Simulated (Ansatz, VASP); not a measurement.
# Cross-check of Si (Silicon) between VASP and Ansatz

Aim: how closely do two programs agree when they are given the same cell, functional and k mesh? The cell is taken from a series of VASP runs on this material, whose earlier steps may have relaxed, scaled or displaced it; both programs get it as it stands.

Method: plane waves, with VASP 6.6.1 beside it; band structure at PBE0, in Ansatz 0.2.0.

## 1. The structure

It takes space group Fd-3m (No. 227, cubic). The conventional cell has a = 5.431 Å, b = 5.431 Å, c = 5.431 Å, α = 90.00°, β = 90.00°, γ = 90.00°. Nearest to Si lie 4 Si at 2.35 Å.

As a file:

```cif
data_structure
_symmetry_space_group_name_H-M 'P 1'
_symmetry_Int_Tables_number 1
_cell_length_a 3.8403
_cell_length_b 3.8403
_cell_length_c 3.8403
_cell_angle_alpha 60.000
_cell_angle_beta 60.000
_cell_angle_gamma 60.000
_cell_volume 40.05
loop_
_atom_site_label
_atom_site_type_symbol
_atom_site_fract_x
_atom_site_fract_y
_atom_site_fract_z
_atom_site_occupancy
Si1 Si 0.75000 0.75000 0.75000 1
Si2 Si 0.50000 0.50000 0.50000 1
```

## 2. VASP: band structure, PBE0

The same path points are solved in both programs, so levels can be compared one by one.

Lines of VASP's logs that name or quote its potential files are left out, and so is its time.

The run reads the wave functions of an earlier VASP run, which isn't shown here.

Contents of INCAR:

```
SYSTEM = Si
PREC = Accurate
ENCUT = 350
EDIFF = 1E-06
NELM = 100
ISMEAR = 0
SIGMA = 0.03
LREAL = .FALSE.
ALGO = Normal
LHFCALC = .TRUE.
AEXX = 0.25
GGA = PE
LASPH = .TRUE.
NBANDS = 10
PRECFOCK = Fast
HFRCUT = -1
LORBIT = 11
LWAVE = .FALSE.
LCHARG = .FALSE.
KPAR = 8
```

Contents of POSCAR:

```
Si
1.0
    0.0000000000      2.7154800000      2.7154800000
    2.7154800000      0.0000000000      2.7154800000
    2.7154800000      2.7154800000      0.0000000000
Si
2
Direct
    0.7500000000      0.7500000000      0.7500000000
    0.5000000000      0.5000000000      0.5000000000
```

Contents of KPOINTS:

```
Automatic mesh
0
Gamma
5 5 5
0 0 0
```

Contents of KPOINTS_OPT:

```
Line mode
10
Line-mode
Reciprocal
  0.00000000   0.00000000   0.00000000 GAMMA
  0.50000000   0.00000000   0.50000000 X

  0.50000000   0.00000000   0.50000000 X
  0.50000000   0.25000000   0.75000000 W

  0.50000000   0.25000000   0.75000000 W
  0.37500000   0.37500000   0.75000000 K

  0.37500000   0.37500000   0.75000000 K
  0.00000000   0.00000000   0.00000000 GAMMA

  0.00000000   0.00000000   0.00000000 GAMMA
  0.50000000   0.50000000   0.50000000 L

  0.50000000   0.50000000   0.50000000 L
  0.62500000   0.25000000   0.62500000 U

  0.62500000   0.25000000   0.62500000 U
  0.50000000   0.25000000   0.75000000 W

  0.50000000   0.25000000   0.75000000 W
  0.50000000   0.50000000   0.50000000 L

  0.50000000   0.50000000   0.50000000 L
  0.37500000   0.37500000   0.75000000 K

  0.62500000   0.25000000   0.62500000 U
  0.50000000   0.00000000   0.50000000 X
```

The projector-augmented-wave data sets are Si (PBE family, release 64).

The run is started by

```console
$ mpirun -np 8 vasp_std
```

Numbers of over 12 decimals in the logs are rounded to 6 here.

What it wrote:

```text
[banner, memory and clock lines left out]
running    8 mpi-ranks, on    1 nodes
 distrk:  each k-point on    1 cores,    8 groups
 distr:  one band on    1 cores,    1 groups

 POSCAR found type information on POSCAR Si
 POSCAR found :  1 types and       2 ions
|                                                                             |
|           W    W    AA    RRRRR   N    N  II  N    N   GGGG   !!!           |
|           W    W   A  A   R    R  NN   N  II  NN   N  G    G  !!!           |
|           W    W  A    A  R    R  N N  N  II  N N  N  G       !!!           |
|           W WW W  AAAAAA  RRRRR   N  N N  II  N  N N  G  GGG   !            |
|           WW  WW  A    A  R   R   N   NN  II  N   NN  G    G                |
|           W    W  A    A  R    R  N    N  II  N    N   GGGG   !!!           |
|                                                                             |
|     For optimal performance we recommend to set                             |
|       NCORE = 2 up to number-of-cores-per-socket                            |
|     NCORE specifies how many cores store one orbital (NPAR=cpu/NCORE).      |
|     This setting can greatly improve the performance of VASP for DFT.       |
|     The default, NCORE=1 might be grossly inefficient on modern             |
|     multi-core architectures or massively parallel machines. Do your        |
|     Unfortunately you need to use the default for GW and RPA                |
|     calculations (for HF NCORE is supported but not extensively tested      |
|     yet).                                                                   |
|                                                                             |

 LDA part: xc-table for (Slater+PW92), standard interpolation
 found WAVECAR, reading the header
 POSCAR, INCAR and KPOINTS ok, starting setup
 FFT: planning ... GRIDC
 FFT: planning ... GRID_SOFT
 FFT: planning ... GRID
 HFRCUT set to (new)   10.611996
 reading WAVECAR
 the WAVECAR file was read successfully
 initial charge from wavefunction
 entering main loop
       N       E                     dE             d eps       ncg     rms          rms(c)
DAV:   1    -0.135121755162E+02   -0.13512E+02   -0.90710E-01   204   0.585E+00    0.450E+00
DAV:   2    -0.135201214782E+02   -0.79460E-02   -0.21715E-02   232   0.902E-01    0.305E+00
DAV:   3    -0.135188224105E+02    0.12991E-02   -0.10935E-03   220   0.201E-01    0.177E+00
DAV:   4    -0.135182414887E+02    0.58092E-03   -0.13726E-04   208   0.758E-02    0.101E+00
DAV:   5    -0.135180365249E+02    0.20496E-03   -0.54175E-05   218   0.465E-02    0.567E-01
DAV:   6    -0.135179679175E+02    0.68607E-04   -0.22173E-05   220   0.291E-02    0.318E-01
DAV:   7    -0.135179456661E+02    0.22251E-04   -0.83985E-06   228   0.176E-02    0.178E-01
DAV:   8    -0.135179386978E+02    0.69683E-05   -0.30630E-06   212   0.106E-02    0.994E-02
DAV:   9    -0.135179366344E+02    0.20634E-05   -0.10670E-06   122   0.637E-03    0.561E-02
DAV:  10    -0.135179360978E+02    0.53658E-06   -0.48636E-07   130   0.450E-03
   1 F= -.13517936E+02 E0= -.13517936E+02  d E =-.624715E-22
 Start KPOINTS_OPT (optional k-point list driver)
k-point batch [1-10\100]
       N       E                     dE             ncg
DAV:   1     0.219518237110E+03   -0.85002E+03      200
DAV:   2     0.350991719575E+02   -0.18442E+03      290
DAV:   3     0.228681623872E+02   -0.12231E+02      266
DAV:   4     0.226565701137E+02   -0.21159E+00      256
DAV:   5     0.226542678672E+02   -0.23022E-02      260
DAV:   6     0.226542520930E+02   -0.15774E-04      270
DAV:   7     0.226542520159E+02   -0.77066E-07      236
[...]
k-point batch [91-100\100]
       N       E                     dE             ncg
DAV:   1     0.856818572316E+02   -0.26284E+04      200
DAV:   2    -0.701297885865E+02   -0.15581E+03      264
DAV:   3    -0.758486195922E+02   -0.57188E+01      284
DAV:   4    -0.759008318510E+02   -0.52212E-01      288
DAV:   5    -0.759011072843E+02   -0.27543E-03      288
DAV:   6    -0.759011086376E+02   -0.13534E-05      294
DAV:   7    -0.759011086484E+02   -0.10716E-07      268
```

Parts of OUTCAR (step 2):

```text
ion  position               nearest neighbor table
   1  0.750  0.750  0.750-   2 2.35   2 2.35   2 2.35   2 2.35
   2  0.500  0.500  0.500-   1 2.35   1 2.35   1 2.35   1 2.35

  LATTYP: Found a face centered cubic cell.
 ALAT       =     5.4309600000

 Subroutine GETGRP returns: Found 48 space group operations
 (whereof 24 operations were pure point group operations)

The static configuration has the point symmetry T_d .
 The point group associated with its full space group is O_h .

 Found     10 irreducible k-points:

   k-points           NKPTS =     10   k-points in BZ     NKDIM =    125   number of bands    NBANDS=     10

   dimension x,y,z NGX =    24 NGY =   24 NGZ =   24
   dimension x,y,z NGXF=    48 NGYF=   48 NGZF=   48

   ENCUT  =  350.0 eV  25.72 Ry    5.07 a.u.   5.86  5.86  5.86*2*pi/ulx,y,z

   NELECT =       8.0000    total number of electrons

 k-points in reciprocal lattice and weights: Automatic mesh
   0.00000000  0.00000000  0.00000000       0.008
   0.20000000  0.00000000  0.00000000       0.064
   0.40000000  0.00000000  0.00000000       0.064
   0.20000000  0.20000000  0.00000000       0.048
   0.40000000  0.20000000  0.00000000       0.192
  -0.40000000  0.20000000  0.00000000       0.192
  -0.20000000  0.20000000  0.00000000       0.096
   0.40000000  0.40000000  0.00000000       0.048
  -0.40000000  0.40000000  0.00000000       0.096
  -0.40000000  0.40000000  0.20000000       0.192

  exchange ACFDT corr.  =         0.00000000  see jH, gK, PRB 81, 115126

 average (electrostatic) potential at core
       1 -79.1003       2 -79.1003

 E-fermi :   5.3245

 k-point     1 :       0.0000    0.0000    0.0000
  band No.  band energies     occupation
      1      -8.2302      2.00000
      2       5.1270      2.00000
      3       5.1270      2.00000
      4       5.1270      2.00000
      5       9.1419      0.00000
      6       9.1419      0.00000
      7       9.1419      0.00000
      8      10.1669      0.00000
      9      14.6384      0.00000
    ...

 k-point     2 :       0.2000    0.0000    0.0000
  band No.  band energies     occupation
      1      -7.6736      2.00000
      2       1.8366      2.00000
      3       4.5108      2.00000
      4       4.5108      2.00000
      5       8.8083      0.00000
      6      10.0135      0.00000
      7      10.0135      0.00000
      8      12.9411      0.00000
      9      13.9060      0.00000
    ...

 k-point     3 :       0.4000    0.0000    0.0000
  band No.  band energies     occupation
      1      -6.1472      2.00000
      2      -1.8818      2.00000
      3       3.8783      2.00000
      4       3.8783      2.00000
      5       8.1583      0.00000
      6      10.0652      0.00000
      7      10.0652      0.00000
      8      14.6055      0.00000
      9      16.0156      0.00000
    ...

  energy-cutoff  :      350.00
  volume of cell :       40.05
      direct lattice vectors                 reciprocal lattice vectors
     0.000000000  2.715480000  2.715480000    -0.184129509  0.184129509  0.184129509
     2.715480000  0.000000000  2.715480000     0.184129509 -0.184129509  0.184129509
     2.715480000  2.715480000  0.000000000     0.184129509  0.184129509 -0.184129509

 POSITION                                       TOTAL-FORCE (eV/Angst)
 -----------------------------------------------------------------------------------
      4.07322      4.07322      4.07322        -0.000000     -0.000000     -0.000000
      2.71548      2.71548      2.71548         0.000000      0.000000      0.000000
 -----------------------------------------------------------------------------------
    total drift:                               -0.000000      0.000000     -0.000000

  FREE ENERGIE OF THE ION-ELECTRON SYSTEM (eV)
  ---------------------------------------------------
  free  energy   TOTEN  =       -13.5179360978 eV

  energy  without entropy=      -13.5179360978  energy(sigma->0) =      -13.51793610

 total charge
# of ion       s       p       d       tot
------------------------------------------
    1        0.753   0.971   0.000   1.724
    2        0.753   0.971   0.000   1.724
--------------------------------------------------
tot          1.507   1.941   0.000   3.448

[... 3 further parts left out ...]
```

(Continued in part 2 of 2.)

[Lines on the potential files, build, host, timing and source positions are cut from VASP's logs without a mark.]

[Logs are printed without paths, hosts, clocks, repeated set-up lines and the standing remarks that a program may print on its own settings, such as how far it seeks lower states.]

[Hosts, paths, dates, database ids (printed as entryN), source tags and the programs' standing remarks are cut or masked in the printed files.]
